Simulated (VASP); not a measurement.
Output of a VASP run:

### OSZICAR
```
       N       E                     dE             d eps       ncg     rms          rms(c)
DAV:   1     0.115618929318E+03    0.11562E+03   -0.85991E+03  2496   0.161E+03
DAV:   2    -0.236815805003E+02   -0.13930E+03   -0.13283E+03  2620   0.397E+02
DAV:   3    -0.334753513484E+02   -0.97938E+01   -0.94157E+01  3288   0.102E+02
DAV:   4    -0.339809276626E+02   -0.50558E+00   -0.50461E+00  3396   0.212E+01
DAV:   5    -0.339959485543E+02   -0.15021E-01   -0.15019E-01  3316   0.335E+00    0.186E+01
DAV:   6    -0.246432039956E+02    0.93527E+01   -0.28675E+01  3304   0.843E+01    0.556E+00
DAV:   7    -0.248231508757E+02   -0.17995E+00   -0.42952E+00  3040   0.283E+01    0.427E+00
DAV:   8    -0.248298268954E+02   -0.66760E-02   -0.37948E-01  2884   0.717E+00    0.220E+00
DAV:   9    -0.249001921492E+02   -0.70365E-01   -0.16736E-01  2952   0.653E+00    0.143E+00
DAV:  10    -0.248597146797E+02    0.40477E-01   -0.12474E-01  3016   0.560E+00    0.403E-01
DAV:  11    -0.248515077535E+02    0.82069E-02   -0.83281E-03  3288   0.108E+00    0.119E-01
DAV:  12    -0.248549808530E+02   -0.34731E-02   -0.70711E-03  2524   0.100E+00    0.626E-02
DAV:  13    -0.248555955226E+02   -0.61467E-03   -0.10693E-03  2584   0.359E-01    0.585E-02
DAV:  14    -0.248555403480E+02    0.55175E-04   -0.21548E-04  3508   0.195E-01    0.112E-02
DAV:  15    -0.248555649751E+02   -0.24627E-04   -0.16567E-05  3264   0.422E-02    0.766E-03
DAV:  16    -0.248555553036E+02    0.96715E-05   -0.31545E-06  3056   0.183E-02    0.744E-03
DAV:  17    -0.248555582662E+02   -0.29627E-05   -0.32038E-06  2860   0.263E-02    0.180E-03
DAV:  18    -0.248555578847E+02    0.38150E-06   -0.34933E-07  2900   0.671E-03    0.663E-04
DAV:  19    -0.248555580536E+02   -0.16883E-06   -0.12111E-08  1304   0.141E-03    0.367E-04
DAV:  20    -0.248555578342E+02    0.21935E-06   -0.10295E-08  1272   0.905E-04    0.121E-04
DAV:  21    -0.248555578605E+02   -0.26239E-07   -0.39569E-09  1276   0.600E-04
   1 F= -.24855558E+02 E0= -.24855548E+02  d E =-.303348E-04
```

File OUTCAR:
```
------------------------ aborting loop because EDIFF is reached ----------------------------------------
  FORCE on cell =-STRESS in cart. coord.  units (eV):
  Direction    XX          YY          ZZ          XY          YZ          ZX
  --------------------------------------------------------------------------------------
  Total       -0.9445718     -0.9445718     -0.9445718     -0.0000000     -0.0000000      0.0000000
  in kB      -72.2661156    -72.2661156    -72.2661156     -0.0000000     -0.0000000      0.0000000
  external PRESSURE =     -72.2661156 kB  Pullay stress =       0.0000000 kB
  volume of cell :       20.94
      direct lattice vectors                 reciprocal lattice vectors
     0.000000000  2.187729448  2.187729448    -0.228547456  0.228547456  0.228547456
     2.187729448  0.000000000  2.187729448     0.228547456 -0.228547456  0.228547456
     2.187729448  2.187729448  0.000000000     0.228547456  0.228547456 -0.228547456
 POSITION                                       TOTAL-FORCE (eV/Angst)
 -----------------------------------------------------------------------------------
      0.00000      0.00000      0.00000         0.000000      0.000000      0.000000
      2.18773      2.18773      2.18773        -0.000000     -0.000000     -0.000000
 -----------------------------------------------------------------------------------
    total drift:                                0.000000     -0.000000     -0.000000
  FREE ENERGIE OF THE ION-ELECTRON SYSTEM (eV)
  ---------------------------------------------------
  free  energy   TOTEN  =       -24.8555578605 eV

  energy  without entropy=      -24.8555275257  energy(sigma->0) =      -24.85554775
```
(Selected blocks of OUTCAR.)

POSCAR:
```
TiC
1
    0.0000000000     2.1877294478     2.1877294478
    2.1877294478     0.0000000000     2.1877294478
    2.1877294478     2.1877294478     0.0000000000
Ti C
1 1
Direct
  0.0000000000   0.0000000000   0.0000000000
  0.5000000000   0.5000000000   0.5000000000
```

Problem. Reconstruct the remaining input files.

Solution. Several could match; the one computed here: the input of the run itself, r2SCAN meta-GGA, plane waves, VASP's PBE PAW potentials (set 64).

INCAR:
```
SYSTEM = TiC
PREC = Accurate
ENCUT = 520
EDIFF = 1E-7
NELM = 100
ALGO = Normal
LREAL = .FALSE.
LASPH = .TRUE.
ISMEAR = 1
SIGMA = 0.1
METAGGA = R2SCAN
LMIXTAU = .TRUE.
LMAXMIX = 4
LWAVE = .FALSE.
LCHARG = .FALSE.
ISIF = 2
```

**KPOINTS**
```
Automatic
0
Gamma
14 14 14
```

POTCAR, in this order: Ti_sv C (PBE.64 set). Program: vasp_std.

The compound is TiC in the rock salt structure. This cell is one point of a volume scan, at 1.03 of the reference volume.
